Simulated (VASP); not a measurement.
Data:

```
C
1.0
    0.00000     1.54791     1.54791
    1.54791     0.00000     1.54791
    1.54791     1.54791     0.00000
C
1
Direct
  0.00000   0.00000   0.00000
```

Computed with r2SCAN meta-GGA, VASP's PBE PAW potentials (set 64) (plane waves; VASP). Settings: 520 eV cut-off, 22×22×22 Γ-centred mesh, tetrahedra with Blöchl corrections, potentials C.

Task: What does the run give for the energy per atom (σ→0), band gap (over mesh and band path) with the smallest direct gap where there is one?

Result: 
```yaml
band gap (over mesh and band path): none (metal, semimetal or under 0.01 eV)
energy per atom (σ→0): -5.132 eV/atom
```

Only differences to runs with the same potentials and settings are physical.

The structure was generated: C was put into the fcc type (Fm-3m), which need not be its known phase. It was relaxed first.
